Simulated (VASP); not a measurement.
All values below come from PBEsol GGA, VASP's PBE PAW potentials (set 64) (plane waves; VASP).

The input files of a VASP run:

### INCAR
```
SYSTEM = SnO
PREC = Accurate; ENCUT = 520; LREAL = .FALSE.
LASPH = .TRUE.; NBANDS = 72
EDIFF = 1E-7; NELM = 100; ALGO = Normal
LMAXMIX = 4
ISMEAR = 0; SIGMA = 0.01
GGA = PS
LWAVE = .FALSE.; LCHARG = .FALSE.; NEDOS = 1001
LOPTICS = .TRUE.; CSHIFT = 0.1
```

File KPOINTS:
```
Automatic mesh
0
Gamma
12 7 11
0 0 0
```

### POSCAR
```
SnO
1
    3.3195419886     0.0000000000     0.0000000000
    0.0000000000     5.7011499014     0.0000000000
    0.0000000000     0.0000000000     3.8137393448
Sn O
2 2
Direct
  0.0000000000   0.2356434178   0.5317366640
  0.5000000000   0.7643565822   0.0317366640
  0.0000000000   0.8820132740   0.7182633360
  0.5000000000   0.1179867260   0.2182633360
```

POTCAR, in this order: Sn_d O (PBE.64 set). Program: vasp_std.

The dielectric response may not be converged in the k-mesh; for small gaps it tends to come out too large. Without a dispersion term in the relaxation, distances and binding between the weakly bound layers, chains or molecules are unreliable, and so is what depends on them.

Q: Predict the energy per atom (σ→0).

A: 
```json
{
  "energy per atom (σ→0)": "-5.958 eV/atom"
}
```

OSZICAR:
```
...
DAV:  10    -0.238325071391E+02   -0.12078E-03   -0.93854E-04 34120   0.187E-01    0.215E-02
DAV:  11    -0.238324929474E+02    0.14192E-04   -0.73384E-05 36392   0.673E-02    0.101E-02
DAV:  12    -0.238324943127E+02   -0.13652E-05   -0.13137E-05 30704   0.114E-02    0.405E-03
DAV:  13    -0.238324946578E+02   -0.34508E-06   -0.84855E-07 27808   0.323E-03    0.198E-03
DAV:  14    -0.238324945548E+02    0.10293E-06   -0.41711E-08 19216   0.978E-04    0.309E-04
DAV:  15    -0.238324945063E+02    0.48569E-07   -0.18543E-08 16064   0.510E-04
   1 F= -.23832495E+02 E0= -.23832495E+02  d E =-.261684E-22
 imaginary and real dielectric function
```

The structure comes from a computed database's SnO entry (Pmn2_1); how it stands against other phases isn't given here. It was relaxed first, which changed the volume by -10 %.
